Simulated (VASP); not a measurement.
## WSe2: quasiparticle gap under strain

How does the quasiparticle gap of WSe2 follow strain, and does the starting functional get the slope right? The cell has space group P6_3/mmc. The start is a cell from a database of measured crystal structures.

Method: PBE, no spin polarisation; plane waves and PAW (W, Se), in the first sound run; inputs show where later runs differ, in VASP 6.6.1.

The database entry behind the starting cell differs from later determinations by our own check (a about 0.2 % long), so it need not match the best structure at ambient conditions.

**1. Starting point**

It takes space group P6_3/mmc (No. 194, hexagonal). The conventional cell has a = 3.290 Å, b = 3.290 Å, c = 12.970 Å, α = 90.00°, β = 90.00°, γ = 120.00°. Nearest to W lie 6 Se at 2.53 Å. Nearest to Se lie 3 W at 2.53 Å. Farther neighbours and most contacts between anions are not listed.

As a file:

```cif
data_structure
_symmetry_space_group_name_H-M 'P6_3/mmc'
_symmetry_Int_Tables_number 194
_cell_length_a 3.2900
_cell_length_b 3.2900
_cell_length_c 12.9700
_cell_angle_alpha 90.000
_cell_angle_beta 90.000
_cell_angle_gamma 120.000
_cell_volume 121.58
loop_
_atom_site_label
_atom_site_type_symbol
_atom_site_symmetry_multiplicity
_atom_site_Wyckoff_symbol
_atom_site_fract_x
_atom_site_fract_y
_atom_site_fract_z
_atom_site_occupancy
W1 W 2 c 0.33333 0.66667 0.25000 1
Se1 Se 4 f 0.33333 0.66667 0.62100 1
```

**2. Relaxation**

The atoms are relaxed first inside the given cell, which is kept (ISIF = 2), since band edges depend on the positions.

Contents of INCAR:

```
SYSTEM = WSe2
PREC = Accurate
ENCUT = 400
EDIFF = 1E-06
NELM = 100
ISMEAR = 0
SIGMA = 0.05
LREAL = .FALSE.
ALGO = Normal
GGA = PE
NBANDS = 24
LASPH = .TRUE.
LWAVE = .FALSE.
LCHARG = .FALSE.
KPAR = 8
IBRION = 2
NSW = 60
ISIF = 2
EDIFFG = -0.01
```

Contents of POSCAR:

```
WSe2
1.0
    3.2900000000      0.0000000000      0.0000000000
   -1.6450000000      2.8492235785      0.0000000000
    0.0000000000      0.0000000000     12.9700000000
W Se
2 4
Direct
    0.3333333333      0.6666666667      0.2500000000
    0.6666666667      0.3333333333      0.7500000000
    0.3333333333      0.6666666667      0.6210000000
    0.6666666667      0.3333333333      0.1210000000
    0.3333333333      0.6666666667      0.8790000000
    0.6666666667      0.3333333333      0.3790000000
```

Contents of KPOINTS:

```
Automatic mesh
0
Gamma
7 7 2
0 0 0
```

Potentials, in the order of the species: W and Se (PBE family, release 64).

On the command line:

```console
> mpirun -np 8 vasp_std
```

Output:

```text
[banner, memory and clock lines left out]
running    8 mpi-ranks, on    1 nodes
 distrk:  each k-point on    1 cores,    8 groups
 distr:  one band on    1 cores,    1 groups

 POSCAR found type information on POSCAR W Se
 POSCAR found :  2 types and       6 ions
|                                                                             |
|           W    W    AA    RRRRR   N    N  II  N    N   GGGG   !!!           |
|           W    W   A  A   R    R  NN   N  II  NN   N  G    G  !!!           |
|           W    W  A    A  R    R  N N  N  II  N N  N  G       !!!           |
|           W WW W  AAAAAA  RRRRR   N  N N  II  N  N N  G  GGG   !            |
|           WW  WW  A    A  R   R   N   NN  II  N   NN  G    G                |
|           W    W  A    A  R    R  N    N  II  N    N   GGGG   !!!           |
|                                                                             |
|     For optimal performance we recommend to set                             |
|       NCORE = 2 up to number-of-cores-per-socket                            |
|     NCORE specifies how many cores store one orbital (NPAR=cpu/NCORE).      |
|     This setting can greatly improve the performance of VASP for DFT.       |
|     The default, NCORE=1 might be grossly inefficient on modern             |
|     multi-core architectures or massively parallel machines. Do your        |
|     Unfortunately you need to use the default for GW and RPA                |
|     calculations (for HF NCORE is supported but not extensively tested      |
|     yet).                                                                   |
|                                                                             |

 LDA part: xc-table for (Slater+PW92), standard interpolation
 POSCAR, INCAR and KPOINTS ok, starting setup
 FFT: planning ... GRIDC
 FFT: planning ... GRID_SOFT
 FFT: planning ... GRID
 WAVECAR not read
 entering main loop
       N       E                     dE             d eps       ncg     rms          rms(c)
DAV:   1     0.158627059144E+03    0.15863E+03   -0.13500E+04   768   0.106E+03
DAV:   2    -0.332479805000E+02   -0.19188E+03   -0.18500E+03  1064   0.238E+02
DAV:   3    -0.450332426614E+02   -0.11785E+02   -0.11693E+02  1008   0.591E+01
DAV:   4    -0.452606921043E+02   -0.22745E+00   -0.22686E+00  1016   0.876E+00
DAV:   5    -0.452649560569E+02   -0.42640E-02   -0.42568E-02  1016   0.102E+00    0.313E+01
DAV:   6    -0.436817853021E+02    0.15832E+01   -0.80213E+00  1112   0.135E+01    0.123E+01
DAV:   7    -0.434297056363E+02    0.25208E+00   -0.40658E+00  1048   0.104E+01    0.793E+00
DAV:   8    -0.432468070153E+02    0.18290E+00   -0.60642E-01  1072   0.467E+00    0.576E-01
DAV:   9    -0.432459246597E+02    0.88236E-03   -0.52396E-02  1016   0.124E+00    0.391E-01
DAV:  10    -0.432454421629E+02    0.48250E-03   -0.59855E-03  1032   0.431E-01    0.207E-01
DAV:  11    -0.432454788421E+02   -0.36679E-04   -0.63347E-04   936   0.135E-01    0.147E-01
DAV:  12    -0.432455325534E+02   -0.53711E-04   -0.21466E-04  1056   0.822E-02    0.285E-02
DAV:  13    -0.432455368287E+02   -0.42753E-05   -0.17961E-05  1128   0.228E-02    0.712E-03
DAV:  14    -0.432455372313E+02   -0.40253E-06   -0.20322E-06   816   0.791E-03
   1 F= -.43245537E+02 E0= -.43245537E+02  d E =-.432455E+02
 curvature:   0.00 expect dE= 0.000E+00 dE for cont linesearch  0.000E+00
 trial: gam= 0.00000 g(F)=  0.312E-02 g(S)=  0.000E+00 ort = 0.000E+00 (trialstep = 0.100E+01)
 search vector abs. value=  0.312E-02
 bond charge predicted
       N       E                     dE             d eps       ncg     rms          rms(c)
DAV:   1    -0.432467336211E+02   -0.11968E-02   -0.13318E-01   792   0.172E+00    0.171E-01
DAV:   2    -0.432472454363E+02   -0.51182E-03   -0.70121E-03   928   0.475E-01    0.216E-01
DAV:   3    -0.432472459059E+02   -0.46958E-06   -0.73023E-05  1000   0.500E-02    0.188E-01
DAV:   4    -0.432472254746E+02    0.20431E-04   -0.62758E-05   864   0.386E-02    0.316E-02
DAV:   5    -0.432472226044E+02    0.28703E-05   -0.68230E-06   904   0.141E-02    0.134E-02
DAV:   6    -0.432472210973E+02    0.15071E-05   -0.66972E-07   528   0.460E-03    0.881E-03
DAV:   7    -0.432472197700E+02    0.13274E-05   -0.36865E-06   768   0.884E-03    0.435E-03
DAV:   8    -0.432472200767E+02   -0.30671E-06   -0.41491E-07   480   0.338E-03
   2 F= -.43247220E+02 E0= -.43247220E+02  d E =-.168285E-02
 trial-energy change:   -0.001683  1 .order   -0.001727   -0.003118   -0.000336
 step:   1.1355(harm=  1.1209)  dis= 0.00696  next Energy=   -43.247243 (dE=-0.171E-02)
 bond charge predicted
       N       E                     dE             d eps       ncg     rms          rms(c)
DAV:   1    -0.432472309005E+02   -0.11131E-04   -0.24567E-03   784   0.233E-01    0.234E-02
DAV:   2    -0.432472393839E+02   -0.84834E-05   -0.13030E-04   944   0.647E-02    0.295E-02
DAV:   3    -0.432472390723E+02    0.31166E-06   -0.11377E-06   688   0.675E-03
   3 F= -.43247239E+02 E0= -.43247239E+02  d E =-.170184E-02
 curvature:  -0.55 expect dE=-0.235E-06 dE for cont linesearch -0.235E-06
 trial: gam= 0.00000 g(F)=  0.426E-06 g(S)=  0.000E+00 ort =-0.364E-04 (trialstep = 0.103E+01)
 search vector abs. value=  0.426E-06
 reached required accuracy - stopping structural energy minimisation
```

Run time: 31 s. Hardware: 8 MPI ranks of Intel Xeon Platinum 8259CL at 2.50GHz (Skylake/Cascade Lake), shared host; peak memory 2 GiB; 3.2 min of CPU time.

The logs omit lines about the potential files and the build; timing stands in the text.

From OUTCAR (step 2):

```text
ion  position               nearest neighbor table
   1  0.333  0.667  0.250-   4 2.53   6 2.53   4 2.53   6 2.53   4 2.53   6 2.53
   2  0.667  0.333  0.750-   3 2.53   5 2.53   3 2.53   5 2.53   3 2.53   5 2.53
   3  0.333  0.667  0.621-   2 2.53   2 2.53   2 2.53
   4  0.667  0.333  0.121-   1 2.53   1 2.53   1 2.53
   5  0.333  0.667  0.879-   2 2.53   2 2.53   2 2.53
   6  0.667  0.333  0.379-   1 2.53   1 2.53   1 2.53

  LATTYP: Found a hexagonal cell.
 ALAT       =     3.2900000000
 C/A-ratio  =     3.9422492401

 Subroutine GETGRP returns: Found 24 space group operations
 (whereof 12 operations were pure point group operations)

The static configuration has the point symmetry D_3d.
 The point group associated with its full space group is D_6h.

 Found     16 irreducible k-points:

   k-points           NKPTS =     16   k-points in BZ     NKDIM =     16   number of bands    NBANDS=     24

   dimension x,y,z NGX =    24 NGY =   24 NGZ =   90
   dimension x,y,z NGXF=    48 NGYF=   48 NGZF=  180

   ENCUT  =  400.0 eV  29.40 Ry    5.42 a.u.   5.37  5.37 21.15*2*pi/ulx,y,z

   NELECT =      36.0000    total number of electrons

 k-points in reciprocal lattice and weights: Automatic mesh
   0.00000000  0.00000000  0.00000000       0.010
   0.14285714  0.00000000  0.00000000       0.061
   0.28571429  0.00000000  0.00000000       0.061
   0.42857143  0.00000000  0.00000000       0.061
   0.14285714  0.14285714  0.00000000       0.061
   0.28571429  0.14285714  0.00000000       0.122
   0.42857143  0.14285714  0.00000000       0.061
   0.28571429  0.28571429  0.00000000       0.061
   0.00000000  0.00000000  0.50000000       0.010
[...]
0.42857143  0.14285714  0.50000000       0.061
   0.28571429  0.28571429  0.50000000       0.061

 average (electrostatic) potential at core
       1 -40.7302       2 -40.7302       3 -53.2601       4 -53.2601       5 -53.2601
       6 -53.2601

 E-fermi :   5.5004

 k-point     1 :       0.0000    0.0000    0.0000
  band No.  band energies     occupation
    ...
     14       3.8388      2.00000
     15       3.8388      2.00000
     16       4.1796      2.00000
     17       4.2648      2.00000
     18       5.2870      2.00000
     19       7.9485      0.00000
     20       7.9485      0.00000
     21       8.0038      0.00000
     22       8.0038      0.00000
     23       8.0252      0.00000
    ...

 k-point     2 :       0.1429    0.0000    0.0000
  band No.  band energies     occupation
    ...
     14       3.3837      2.00000
     15       3.5900      2.00000
     16       4.2196      2.00000
     17       4.3707      2.00000
     18       4.7929      2.00000
     19       7.1389      0.00000
     20       7.5244      0.00000
     21       7.6475      0.00000
     22       7.6673      0.00000
     23       7.7956      0.00000
    ...

 k-point     3 :       0.2857    0.0000    0.0000
  band No.  band energies     occupation
    ...
     14       3.5534      2.00000
     15       3.5977      2.00000
     16       3.6699      2.00000
     17       3.7687      2.00000
     18       3.9558      2.00000
     19       6.6542      0.00000
     20       7.2188      0.00000
     21       7.4476      0.00000
     22       7.5571      0.00000
     23       7.7109      0.00000
    ...

  Total        1.9170416      1.9170416      2.1885430     -0.0000000      0.0000000      0.0000000
  in kB       25.2626972     25.2626972     28.8405315     -0.0000000      0.0000000      0.0000000
  external PRESSURE =      26.4553086 kB  Pullay stress =       0.0000000 kB

  energy-cutoff  :      400.00
  volume of cell :      121.58
      direct lattice vectors                 reciprocal lattice vectors
     3.290000000  0.000000000  0.000000000     0.303951368  0.175486404  0.000000000
    -1.645000000  2.849223579  0.000000000     0.000000000  0.350972808  0.000000000
     0.000000000  0.000000000 12.970000000     0.000000000  0.000000000  0.077101002

 POSITION                                       TOTAL-FORCE (eV/Angst)
 -----------------------------------------------------------------------------------
     -0.00000      1.89948      3.24250        -0.000000      0.000000      0.000000
      1.64500      0.94974      9.72750         0.000000     -0.000000      0.000000
     -0.00000      1.89948      8.04741         0.000000     -0.000000      0.001485
      1.64500      0.94974      1.56241        -0.000000      0.000000      0.001485
     -0.00000      1.89948     11.40759         0.000000     -0.000000     -0.001485
      1.64500      0.94974      4.92259        -0.000000      0.000000     -0.001485
 -----------------------------------------------------------------------------------
    total drift:                               -0.000000      0.000000     -0.000000

  FREE ENERGIE OF THE ION-ELECTRON SYSTEM (eV)
  ---------------------------------------------------
  free  energy   TOTEN  =       -43.2472390723 eV

  energy  without entropy=      -43.2472390723  energy(sigma->0) =      -43.24723907

 reached required accuracy - stopping structural energy minimisation

[... 3 further parts left out ...]
```

CONTCAR:

```
WSe2
   1.00000000000000
     3.2900000000000000    0.0000000000000000    0.0000000000000000
    -1.6450000000000000    2.8492235785000002    0.0000000000000000
     0.0000000000000000    0.0000000000000000   12.9700000000000006
  W               Se
     2     4
Direct
     0.3333333332999970    0.6666666667000030    0.2500000000000000
     0.6666666667000030    0.3333333332999970    0.7500000000000000
     0.3333333332999970    0.6666666667000030    0.6204631598454668
     0.6666666667000030    0.3333333332999970    0.1204631598454669
     0.3333333332999970    0.6666666667000030    0.8795368401545332
     0.6666666667000030    0.3333333332999970    0.3795368401545331
```

The data set W keeps the semicore shell frozen, which is cheaper and a little less accurate. The run keeps the 24 symmetry operations of its start, so it cannot find a distortion of lower symmetry.

Relaxation path:

| step | energy less that of the first step (eV) | largest force (eV/Å) |
| --- | --- | --- |
| 1 | 0.0000 | 0.1271 |
| 2 | -0.0017 | 0.0137 |
| 3 | -0.0017 | 0.0015 |

Final coordinates:

```cif
data_structure
_symmetry_space_group_name_H-M 'P 1'
_symmetry_Int_Tables_number 1
_cell_length_a 3.2900
_cell_length_b 3.2900
_cell_length_c 12.9700
_cell_angle_alpha 90.000
_cell_angle_beta 90.000
_cell_angle_gamma 120.000
_cell_volume 121.58
loop_
_atom_site_label
_atom_site_type_symbol
_atom_site_fract_x
_atom_site_fract_y
_atom_site_fract_z
_atom_site_occupancy
W1 W 0.33333 0.66667 0.25000 1
W2 W 0.66667 0.33333 0.75000 1
Se3 Se 0.33333 0.66667 0.62046 1
Se4 Se 0.66667 0.33333 0.12046 1
Se5 Se 0.33333 0.66667 0.87954 1
Se6 Se 0.66667 0.33333 0.37954 1
```

This step gave:

```yaml
free_energy_toten: -43.25 eV
fermi_energy: 5.500 eV
pressure: 2.646 GPa
```

At PBE, with these data sets, the largest force is down to 0.0015 eV/Å.

(Continued in part 2 of 5.)

[Lines on the potential files, build, host, timing and source positions are cut from VASP's logs without a mark.]

[Logs are printed without paths, hosts, clocks, repeated set-up lines and the standing remarks that a program may print on its own settings, such as how far it seeks lower states.]

[Hosts, paths, dates, database ids (printed as entryN), source tags and the programs' standing remarks are cut or masked in the printed files.]

[Pressures printed for these runs are not shown converged in the cutoff: they can be off by several GPa and have the wrong sign.]

[In band tables of VASP the shares of atoms and orbitals are scaled to a sum of 1 inside the atoms' spheres.]
